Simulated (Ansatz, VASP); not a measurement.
# PtS2: VASP beside Ansatz

One calculation is typed for both programs; each brings its own data sets. How far apart do they land? The structure shown is the start of the Ansatz relaxation below; VASP solves that cell, so the two are compared at the walk's first step.

Program: Ansatz 0.2.0. Level of theory: plane waves, with VASP 6.6.1 beside it; single point at PBEsol. Results are calculated unless marked as measured.

**1. The starting structure**

The cell holds 3 atoms: 1 Pt and 2 S. Its edges and angles: a = 3.621 Å, b = 3.621 Å, c = 33.100 Å, α = 90.0°, β = 90.0°, γ = 120.0°. Vacuum lies along c.

**2. Ansatz: relaxation, PBEsol**

Ansatz runs on its PAW soft_1 files.

The two programs are compared at the cell with which this relaxation starts, whose forces are those of its first step.

input.yaml

```yaml
crystal:
  lattice:
    - [3.6207302, 0.0, 0.0]
    - [-1.8103651, 3.1356443334, 0.0]
    - [0.0, 0.0, 33.1]
  atoms:
    - { symbol: Pt, position: [0.0, 0.0, 0.5] }
    - { symbol: S, position: [0.3333333333, 0.6666666667, 0.5444483495] }
    - { symbol: S, position: [0.6666666667, 0.3333333333, 0.4555516505] }
  periodic: [true, true, false]
kpoints:
  mp_grid: { grid: [6, 6, 1] }
hamiltonian:
  xc: pbesol
  pseudopotentials: { kind: paw, azcp: { folder: soft_1 }, xc_functional: pbe }
scf:
  occupations: { method: fermi_dirac, width: 0.02 }
relax:
  f_tol: 0.01
  max_steps: 100
  cell: {}
output:
  write_density: true
  write_potential: true
  elf: true
  volumetric_format: npy
```

The run is started by

```sh
$ ansatz run input.yaml --threads 8 --pin off --max-ram 17510MiB --backend cpu --events-out ev --progress --plain --runs-dir out
```

Numbers of over 12 decimals in the logs are rounded to 6 here.

The log of the run:

```text
Engine: ansatz 0.2.0, x86_64-unknown-linux-gnu
Pseudopotentials: kind: paw
Pseudopotential: Pt, paw, valence charge 18, recommended cutoff 420 eV (normal), soft_1/Pt.paw.azcp
Pseudopotential: S, paw, valence charge 6, recommended cutoff 420 eV (normal), soft_1/S.paw.azcp
Functional definition: PBEsol
  exchange = pbesol_x
  correlation = pbesol_c
Crystal: 3 atoms, lattice volume = 375.795 Å³
Basis set: ecut = 420 eV, 7251 PW (Γ), exchange–correlation on 50×50×450 points (8 copies of the dense FFT grid, shifted against one another)
Bands: 19, of which v1, the nominal top of the filled ones, is band 15 counted from 1 (14 counted from 0)
Symmetry: 12 space group operations
Space group: P-3m1 (ITA 164), of the structure as read, at distance tolerance 7.2e-5 Å
k-points: 7 of 36
Non-local potential: Pt, projectors of the file, l = 0: 3, l = 1: 2, l = 2: 2, l = 3: 1
Non-local potential: S, projectors of the file, l = 0: 2, l = 1: 2, l = 2: 1
PAW form: soft (Blöchl's): semilocal exchange-correlation on the pseudo side does not see the compensation charge
PAW frozen core: Pt, regenerated for the run's functional, and the local potential with it (the file was generated under x = pbe(κ = 0.804, μ = 0.219515), c = pbe(β = 0.066725))
PAW frozen core: S, regenerated for the run's functional, and the local potential with it (the file was generated under x = pbe(κ = 0.804, μ = 0.219515), c = pbe(β = 0.066725))
PAW one-centre angular grid: Pt, 590 points (default); XC on 64 Gauss nodes
PAW one-centre angular grid: S, 110 points (default); XC on 64 Gauss nodes
Initial density: superposition of atomic densities (neutral atoms: chi_scale 0, normalization atom)
Initial wavefunctions: pseudopotential atomic-orbital guess
Functional: x = pbesol(κ = 0.804, μ = 0.123457), c = pbesol(β = 0.046)
SCF iter   1: F=—  HF=-14156.658492 eV  |F-HF|=—  |Δ(HF+E_count)|=         —  Δρ=3.96e-2  dr2=7.48e0  ethr=3.10e-3  ⟨swp⟩=16.9  Hψ=1273  notcnv=0
preconditioner: auto → Resta (q_TF=auto, 1.790 Å⁻¹)  ε∞=2.2  [insulator: Δε(μ)=1.557 eV  Ē_g=8.103 eV  σ=0.020 eV  W_gap=1.00  n_scr=18 (ndim 8)  ℏωp=9.0 eV  f_vac=0.792  D(μ)=0.00/eV (n_scr^D=0)  ε∞_Penn≈2.2  vacuum switching on, ρ_ref=4.8e-3 e/Å³]
SCF iter   2: F=—  HF=-14156.768599 eV  |F-HF|=—  |Δ(HF+E_count)|=   1.10e-1  Δρ=3.12e-2  dr2=8.10e0  ethr=3.10e-3  ⟨swp⟩=5.4  Hψ=496  notcnv=0
SCF iter   3: F=—  HF=-14155.391795 eV  |F-HF|=—  |Δ(HF+E_count)|=    1.38e0  Δρ=8.91e-3  dr2=1.16e-1  ethr=3.10e-3  ⟨swp⟩=4.6  Hψ=423  notcnv=0
SCF iter   4: F=—  HF=-14155.369298 eV  |F-HF|=—  |Δ(HF+E_count)|=   2.25e-2  Δρ=1.65e-3  dr2=2.23e-2  ethr=3.85e-4  ⟨swp⟩=4.6  Hψ=374  notcnv=0
SCF iter   5: F=—  HF=-14155.365518 eV  |F-HF|=—  |Δ(HF+E_count)|=   3.78e-3  Δρ=2.12e-4  dr2=1.91e-4  ethr=7.43e-5  ⟨swp⟩=3.3  Hψ=282  notcnv=0
SCF iter   6: F=—  HF=-14155.365593 eV  |F-HF|=—  |Δ(HF+E_count)|=   7.50e-5  Δρ=7.77e-5  dr2=1.92e-5  ethr=6.36e-7  ⟨swp⟩=3.4  Hψ=327  notcnv=0
SCF iter   7: F=—  HF=-14155.365589 eV  |F-HF|=—  |Δ(HF+E_count)|=   3.41e-6  Δρ=2.96e-5  dr2=7.15e-6  ethr=6.40e-8  ⟨swp⟩=3.1  Hψ=257  notcnv=0
SCF iter   8: F=—  HF=-14155.365589 eV  |F-HF|=—  |Δ(HF+E_count)|=   7.34e-7  Δρ=5.35e-6  dr2=2.05e-7  ethr=2.38e-8  ⟨swp⟩=2.1  Hψ=211  notcnv=0
SCF iter   9: F=-14155.365589 eV  HF=-14155.365589 eV  |F-HF|=1.53e-8  |Δ(HF+E_count)|=   1.05e-8  Δρ=1.29e-6  dr2=1.98e-8  ethr=3.33e-10  ⟨swp⟩=15.1  Hψ=1293  notcnv=0
SCF 1 converged in 9 iterations: F = -14155.365589 eV  dr2 = 1.98e-8
  greatest PAW one-centre occupation: 1.000 electrons in one spin orbital (limit 2), on the Pt atom at site 0 (counted from 0), in its partial waves of l = 0
relax step   1: F+E_penalty+E_count = -14155.36558855 eV  Δ(F+E_penalty+E_count) = +0.000e0 eV  max|allowed force component| = 2.909e0 eV/Å  Δτ_max = 0.0000 Å  P = -9.483 N/m  Ω = 375.795 Å³  fix = [c, alpha, beta]  reactions: c -0.000 N/m  (9 SCF iters, dr2 threshold 1.00e-7 eV, accepted)
[...]
relax step   3: F+E_penalty+E_count = -14156.35771741 eV  Δ(F+E_penalty+E_count) = -9.065e-2 eV  max|allowed force component| = 5.927e-1 eV/Å  Δτ_max = 0.0935 Å  P = +2.288 N/m  Ω = 356.061 Å³  energy of the carried Pulay correction = +5.942e-4 eV  fix = [c, alpha, beta]  reactions: c +0.000 N/m  (7 SCF iters, dr2 threshold 3.00e-7 eV, accepted)
[...]
relax step   4: F+E_penalty+E_count = -14156.38334532 eV  Δ(F+E_penalty+E_count) = -2.563e-2 eV  max|allowed force component| = 5.342e-2 eV/Å  Δτ_max = 0.0362 Å  P = -0.363 N/m  Ω = 359.814 Å³  energy of the carried Pulay correction = +4.787e-4 eV  fix = [c, alpha, beta]  reactions: c -0.000 N/m  (6 SCF iters, dr2 threshold 3.00e-7 eV, accepted)
[...]
relax step   5: F+E_penalty+E_count = -14156.38382198 eV  Δ(F+E_penalty+E_count) = -4.767e-4 eV  max|allowed force component| = 5.909e-4 eV/Å  Δτ_max = 0.0011 Å  P = -0.044 N/m  Ω = 358.817 Å³  energy of the carried Pulay correction = +5.093e-4 eV  fix = [c, alpha, beta]  reactions: c -0.000 N/m  (4 SCF iters, dr2 threshold 1.97e-7 eV, accepted)
[...]
relax step   6: F+E_penalty+E_count = -14156.38309377 eV  Δ(F+E_penalty+E_count) = +7.282e-4 eV  max|allowed force component| = 1.832e-4 eV/Å  Δτ_max = 0.0000 Å  P = -0.037 N/m  Ω = 358.817 Å³  fix = [c, alpha, beta]  reactions: c -0.000 N/m  stress off target by 3.74e-2 N/m on what of the cell is left free  SCF on the basis re-selected at this cell (its energy is not comparable with the rows above)  (7 SCF iters)
basis re-selected at this cell: Δ(F+E_penalty+E_count) = +7.282e-4 eV, ΔP = +0.007 N/m vs the last step (what re-selecting the basis moved, of the pressure what is left beyond the Pulay correction that the steps carried, after the strain that the cell walked since its last selection, with what the two solves' SCF thresholds leave and, on support functions, any second-order correction that the steps lacked; it is no measure of the basis error at this ecutwfc). The dense FFT grid was sized anew with the basis: this SCF ran on 24×24×225 points, the steps before it on 25×25×225, so part of this shift can come from that change (see relax.cell in the input reference). [rest of the remark cut]
SCF converged after 7 iterations
Free energy (F): -14156.383094 eV
Harris-Foulkes:  -14156.383094 eV  (|F-HF|=7.28e-12)
Internal energy: -14156.383094 eV  (E = F + TS)
E sigma→0 (E₀):  -14156.383094 eV
Fermi energy:    -5.319939 eV
--- Per-component energies (eV) ---
  E_band       = -811.124837
  E_kinetic    = 805.932818
  E_local      = -56629.718011  (includes V_loc(G=0)·N_el)
  E_nonlocal   = 275.609960
  E_hartree    = 27755.738047
  E_xc         = -406.389658
  E_vxc        = -435.196636  (∫ρ·V_xc dr)
  E_paw        = -10530.038517  (= ΣΔE_a)
  E_vpaw       = -339.230180  (= ΣTr[D̂ρ^β])
  E_aug_tail   = 0.001110  (compensation charges beyond the density's cutoff)
  E_ewald      = 24572.070228
  E_core_change = 0.410930  (= ΣΔE_core)
  E_smearing   = -0.000000  (= −TS)
  E_closure    = -0.000000  (closes the sum)
  Σ components = -14156.383094   (vs F -14156.383094, Δ=0.00e0)
--- Forces (eV/Å), atoms counted from 1 ---
  atom   1  Pt     0.00000000     0.00000000     0.00000000
  atom   2  S     -0.00000000    -0.00000000    -0.00018319
  atom   3  S      0.00000000     0.00000000     0.00018319
  max |Σ_I F_I| component: 2.71e-20 eV/Å
--- 2D stress c σ (N/m, compression-positive) ---
       -0.037365      -0.000000      -0.000000
       -0.000000      -0.037365       0.000000
       -0.000000       0.000000      -0.000000
  P = ½ c Tr σ = -0.0374 N/m
--- Band table (eV; the first three rows and the last of 7) ---
  k-point 0: bands = [... 11 lower, -7.1468, -7.0706, -6.6449, -6.6449, -3.0376, -3.0376, -0.8506, -0.6590]
  k-point 1: bands = [... 11 lower, -8.1296, -6.6303, -6.5821, -6.3822, -4.2901, -3.4029, -0.1541, 0.0061]
  k-point 2: bands = [... 11 lower, -8.5497, -7.5571, -7.2630, -6.7988, -4.1616, -3.4385, -0.6922, 1.0322]
  k-point 6: bands = [... 11 lower, -8.9540, -8.7064, -7.0980, -7.0980, -4.1763, -4.1763, 0.6042, 2.6435]
--- Relaxed structure (5 steps of the walk, 5 accepted, 1 SCFs on fresh bases) ---
  F+E_penalty+E_count = -14156.38309377 eV   max|allowed force component| = 1.832e-4 eV/Å   (the final SCF, on the basis selected at the relaxed cell)
  cell:  # Å, volume = 358.8166 Å³
    - [3.537993, 0.0, 0]
    - [-1.768996, 3.063992, 0]
    - [0, 0, 33.1]
  atoms:
    - { symbol: Pt, position: [0, 0, 0.5] }
    - { symbol: S, position: [0.333333, 0.666667, 0.536703] }
    - { symbol: S, position: [0.666667, 0.333333, 0.463297] }
```

The column dr2 measures how far the density is from self-consistency, as an energy; F and HF (Harris–Foulkes) agree once it is small.

**3. VASP: single point, PBEsol, start cell**

The same cell, functional, mesh and smearing now go to VASP, with its own data sets.

Lines of VASP's logs that name or quote its potential files are left out, and so is its time.

INCAR

```
SYSTEM = PtS2
PREC = Accurate
ENCUT = 400
EDIFF = 1E-06
NELM = 120
ISMEAR = -1
SIGMA = 0.02
LREAL = .FALSE.
ALGO = Normal
GGA = PS
NBANDS = 17
LASPH = .TRUE.
LORBIT = 11
LWAVE = .FALSE.
LCHARG = .FALSE.
ISIF = 2
LDIPOL = .TRUE.
IDIPOL = 3
DIPOL = 0.5 0.5 0.5
LVHAR = .TRUE.
GGA_COMPAT = .FALSE.
EFERMI = MIDGAP
NELMDL = -8
```

POSCAR

```
PtS2
1.0
    3.6207300000      0.0000000000      0.0000000000
   -1.8103650000      3.1356440000      0.0000000000
    0.0000000000      0.0000000000     33.1000000000
Pt S
1 2
Direct
    0.0000000000      0.0000000000      0.5000000000
    0.3333334396      0.6666668793      0.5444483384
    0.6666667198      0.3333334396      0.4555516616
```

KPOINTS

```
Automatic mesh
0
Gamma
6 6 1
0 0 0
```

The projector-augmented-wave data sets are Pt and S (PBE family, release 64).

The run is started by

```sh
$ mpirun -np 1 vasp_std
```

The log of the run:

```text
[banner, memory and clock lines left out]
running    1 mpi-ranks, on    1 nodes
 distrk:  each k-point on    1 cores,    1 groups
 distr:  one band on    1 cores,    1 groups

 POSCAR found type information on POSCAR PtS
 POSCAR found :  2 types and       3 ions
|                                                                             |
|               ----> ADVICE to this user running VASP <----                  |
|                                                                             |
|     You enforced a specific xc type in the INCAR file but a different       |
|     [... a line on the potential file left out ...]
|     I HOPE YOU KNOW WHAT YOU ARE DOING!                                     |
|                                                                             |

 LDA part: xc-table for (Slater+PW92), standard interpolation
 POSCAR, INCAR and KPOINTS ok, starting setup
 FFT: planning ... GRIDC
 FFT: planning ... GRID_SOFT
 FFT: planning ... GRID
 WAVECAR not read
 entering main loop
       N       E                     dE             d eps       ncg     rms          rms(c)
DAV:   1     0.168191008843E+03    0.16819E+03   -0.58489E+03   238   0.727E+02
DAV:   2     0.423517476300E+01   -0.16396E+03   -0.15748E+03   437   0.144E+02
DAV:   3    -0.167398704112E+02   -0.20975E+02   -0.20825E+02   290   0.699E+01
DAV:   4    -0.172139577615E+02   -0.47409E+00   -0.47312E+00   331   0.124E+01
DAV:   5    -0.172225145337E+02   -0.85568E-02   -0.85555E-02   338   0.167E+00
DAV:   6    -0.172228140396E+02   -0.29951E-03   -0.29950E-03   356   0.298E-01
DAV:   7    -0.172228286713E+02   -0.14632E-04   -0.14632E-04   338   0.595E-02
DAV:   8    -0.172228295744E+02   -0.90315E-06   -0.90311E-06   324   0.139E-02    0.125E+01
DAV:   9    -0.164355498055E+02    0.78728E+00   -0.72936E+00   303   0.246E+01    0.921E+00
DAV:  10    -0.159404137711E+02    0.49514E+00   -0.19751E+00   270   0.139E+01    0.356E+00
DAV:  11    -0.159181073598E+02    0.22306E-01   -0.16328E-01   319   0.260E+00    0.102E+00
DAV:  12    -0.159094556410E+02    0.86517E-02   -0.21012E-02   287   0.141E+00    0.333E-01
DAV:  13    -0.159094189856E+02    0.36655E-04   -0.41643E-03   318   0.369E-01    0.105E-01
DAV:  14    -0.159094113386E+02    0.76470E-05   -0.17548E-04   305   0.108E-01    0.638E-02
DAV:  15    -0.159093964315E+02    0.14907E-04   -0.35709E-05   323   0.514E-02    0.162E-02
DAV:  16    -0.159093996945E+02   -0.32630E-05   -0.76340E-06   321   0.145E-02    0.828E-03
DAV:  17    -0.159094306506E+02   -0.30956E-04   -0.14260E-05   286   0.160E-02    0.515E-03
DAV:  18    -0.159094452512E+02   -0.14601E-04   -0.21247E-06   274   0.625E-03    0.481E-03
DAV:  19    -0.159094748581E+02   -0.29607E-04   -0.16634E-06   221   0.693E-03    0.124E-03
DAV:  20    -0.159094888763E+02   -0.14018E-04   -0.24822E-07   249   0.226E-03    0.791E-04
DAV:  21    -0.159095002727E+02   -0.11396E-04   -0.26834E-07   248   0.190E-03    0.540E-04
DAV:  22    -0.159095048669E+02   -0.45942E-05   -0.53364E-08   249   0.826E-04    0.425E-04
DAV:  23    -0.159095068990E+02   -0.20321E-05   -0.19050E-08   248   0.489E-04    0.231E-04
DAV:  24    -0.159095075029E+02   -0.60381E-06   -0.50003E-09   248   0.257E-04
   1 F= -.15909508E+02 E0= -.15909508E+02  d E =-.179059E-15
```

Parts of OUTCAR (step 3):

```text
ion  position               nearest neighbor table
   1  0.000  0.000  0.500-   3 2.56   2 2.56   2 2.56   3 2.56   3 2.56   2 2.56
   2  0.333  0.667  0.544-   1 2.56   1 2.56   1 2.56
   3  0.667  0.333  0.456-   1 2.56   1 2.56   1 2.56

  LATTYP: Found a hexagonal cell.
 ALAT       =     3.6207300000
 C/A-ratio  =     9.1418028961

 Subroutine GETGRP returns: Found 12 space group operations
 (whereof 12 operations were pure point group operations)

The static configuration has the point symmetry D_3d.

 Found      7 irreducible k-points:

   k-points           NKPTS =      7   k-points in BZ     NKDIM =      7   number of bands    NBANDS=     17

   dimension x,y,z NGX =    24 NGY =   24 NGZ =  216
   dimension x,y,z NGXF=    48 NGYF=   48 NGZF=  432

   ENCUT  =  400.0 eV  29.40 Ry    5.42 a.u.   5.90  5.90 53.98*2*pi/ulx,y,z

   NELECT =      22.0000    total number of electrons

 k-points in reciprocal lattice and weights: Automatic mesh
   0.00000000  0.00000000  0.00000000       0.028
   0.16666667  0.00000000  0.00000000       0.167
   0.33333333  0.00000000  0.00000000       0.167
   0.50000000  0.00000000  0.00000000       0.083
   0.16666667  0.16666667  0.00000000       0.167
   0.33333333  0.16666667  0.00000000       0.333
   0.33333333  0.33333333  0.00000000       0.056

 dipolmoment           0.000000      0.000000     -0.000000 electrons x Angstroem

 average (electrostatic) potential at core
       1 -78.0653       2 -95.6744       3 -95.6744

 E-fermi :  -3.7749

 k-point     1 :       0.0000    0.0000    0.0000
  band No.  band energies     occupation
    ...
      7      -6.7139      2.00000
      8      -5.7651      2.00000
      9      -5.4258      2.00000
     10      -4.5382      2.00000
     11      -4.5382      2.00000
     12      -2.2089      0.00000
     13      -2.2089      0.00000
     14       0.1873      0.00000
     15       1.4411      0.00000
     16       1.6544      0.00000
    ...

 k-point     2 :       0.1667    0.0000    0.0000
  band No.  band energies     occupation
    ...
      7      -6.8546      2.00000
      8      -6.2455      2.00000
      9      -5.1621      2.00000
     10      -4.6223      2.00000
     11      -4.4933      2.00000
     12      -3.0566      0.00000
     13      -2.4113      0.00000
     14       1.0081      0.00000
     15       1.8275      0.00000
     16       2.0594      0.00000
    ...

 k-point     3 :       0.3333    0.0000    0.0000
  band No.  band energies     occupation
    ...
      7      -6.6760      2.00000
      8      -6.4666      2.00000
      9      -5.8949      2.00000
     10      -4.9554      2.00000
     11      -4.9503      2.00000
     12      -2.8626      0.00000
     13      -2.4652      0.00000
     14       0.6344      0.00000
     15       2.2102      0.00000
     16       2.9935      0.00000
    ...

  Total       -6.7938949     -6.7938942     -8.6207563      0.0000000      0.0000000     -0.0000000
  in kB      -28.9653328    -28.9653298    -36.7540387      0.0000000      0.0000000     -0.0000000
  external PRESSURE =     -31.5615671 kB  Pullay stress =       0.0000000 kB

  energy-cutoff  :      400.00
  volume of cell :      375.79
      direct lattice vectors                 reciprocal lattice vectors
     3.620730000  0.000000000  0.000000000     0.276187399  0.159456877  0.000000000
    -1.810365000  3.135644000  0.000000000     0.000000000  0.318913754  0.000000000
     0.000000000  0.000000000 33.100000000     0.000000000  0.000000000  0.030211480

 POSITION                                       TOTAL-FORCE (eV/Angst)
 -----------------------------------------------------------------------------------
      0.00000      0.00000     16.55000         0.000000      0.000000      0.000000
     -0.00000      2.09043     18.02124         0.000000      0.000000     -2.922567
      1.81037      1.04521     15.07876        -0.000000     -0.000000      2.922567
 -----------------------------------------------------------------------------------
    total drift:                                0.000000     -0.000522     -0.000000

  FREE ENERGIE OF THE ION-ELECTRON SYSTEM (eV)
  ---------------------------------------------------
  free  energy   TOTEN  =       -15.9095075029 eV

  energy  without entropy=      -15.9095075029  energy(sigma->0) =      -15.90950750

 vacuum level on the upper side and lower side of the slab         1.744         1.744

 total charge
# of ion       s       p       d       tot
------------------------------------------
    1        0.587   0.529   7.851   8.966
    2        1.364   2.164   0.000   3.528
    3        1.364   2.164   0.000   3.528
--------------------------------------------------
tot          3.315   4.856   7.851  16.022

[... 3 further parts left out ...]
```

**4. Comparison**

Known differences besides the potentials themselves: Ansatz cuts the interaction across the vacuum, VASP repeats the sheet with a dipole correction; the data sets hold 30 valence electrons in Ansatz (on its PAW soft_1 files) and 22 in VASP; the cutoff is 420 eV in Ansatz and 400 eV in VASP; Ansatz makes its cores anew for this functional, VASP keeps those of its PBE data sets. Total energies have different zeros and are not compared.

Forces (eV/Å; atoms numbered as in POSCAR):

```csv
atom,"Ansatz x, y, z","VASP x, y, z"
Pt1,"0.000, 0.000, 0.000","0.000, 0.000, 0.000"
S2,"0.000, 0.000, -2.909","0.000, 0.000, -2.923"
S3,"0.000, 0.000, 2.909","0.000, 0.000, 2.923"
```

The forces differ by 6.5 meV/Å r.m.s., which is 0.5 % of the r.m.s. force of 1.378 eV/Å (both taken over all components). With vacuum in the cell, a pressure given here is an average over mostly empty space and none of the material.

**5. What came out**

| Quantity | Value |
| --- | --- |
| r.m.s. force difference (single point, PBEsol, start cell) | 0.47 % of the r.m.s. force |

**Reading.** The r.m.s. force difference is 0.47 % of the r.m.s. force (single point, PBEsol, start cell), within the 3 % picked in this series as the mark of a large difference. The data sets hold unlike numbers of valence electrons (30 in Ansatz and 22 in VASP), so part of the differences comes from the potentials. 1 further run of this series is not shown here. Such differences can come from data sets, numerical settings and the points named under the comparisons, not from the functional's error against experiment.

[Lines on the potential files, build, host, timing and source positions are cut from VASP's logs without a mark.]

[Logs are printed without paths, hosts, clocks, repeated set-up lines and the standing remarks that a program may print on its own settings, such as how far it seeks lower states.]

[Hosts, paths, dates, database ids (printed as entryN), source tags and the programs' standing remarks are cut or masked in the printed files.]
